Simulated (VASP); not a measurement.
Input:

```yaml
crystal:
  lattice:
    - [4.64405, 0.00000, 0.00000]
    - [0.00000, 4.64405, 0.00000]
    - [0.00000, 0.00000, 2.96889]
  atoms:
    - { symbol: Ti, position: [0.50000, 0.50000, 0.00000] }
    - { symbol: Ti, position: [0.00000, 0.00000, 0.50000] }
    - { symbol: O, position: [0.69508, 0.69508, 0.50000] }
    - { symbol: O, position: [0.30492, 0.30492, 0.50000] }
    - { symbol: O, position: [0.80492, 0.19508, 0.00000] }
    - { symbol: O, position: [0.19508, 0.80492, 0.00000] }
```

Calculation: modified Becke-Johnson potential (mBJ), VASP's PBE PAW potentials (set 64) (plane waves; VASP 6.6.1). Run with 500 eV cut-off, 4×4×6 Γ-centred mesh, Gaussian smearing of 0.050 eV, potentials Ti_sv O.

mBJ is a potential without an energy functional, so only the levels count.

Q: Give the energies of bands 14 to 27 at the high-symmetry points, in eV from the valence-band maximum.

A: 
```csv
band,Γ,X,M,Z,R,A
14,-5.14,-4.49,-5.18,-4.25,-4.43,-4.11
15,-4.07,-3.78,-3.87,-3.31,-3.95,-4.03
16,-3.82,-3.78,-3.87,-3.31,-3.95,-4.03
17,-3.82,-3.00,-2.46,-3.19,-3.03,-3.48
18,-2.36,-3.00,-2.46,-3.19,-3.03,-3.48
19,-2.36,-2.71,-1.81,-2.84,-2.22,-2.81
20,-1.92,-2.71,-1.81,-2.84,-2.22,-2.81
21,-0.83,-1.57,-1.35,-1.86,-1.78,-1.10
22,-0.52,-1.57,-1.35,-1.86,-1.78,-1.10
23,-0.52,-0.67,-1.09,-1.32,-0.96,-0.70
24,0.00,-0.67,-1.09,-1.32,-0.96,-0.70
25,2.68,3.36,2.66,3.64,2.84,3.40
26,2.99,3.36,2.66,3.64,2.84,3.40
27,3.23,3.70,3.25,3.94,3.94,3.92
```

The gap is indirect, 2.66 eV, from the valence maximum at Γ to the conduction minimum at M.

The structure comes from a computed database's TiO2 entry (P4_2/mnm); how it stands against other phases isn't given here. It was relaxed first. The cell's shape comes from a PBE relaxation.
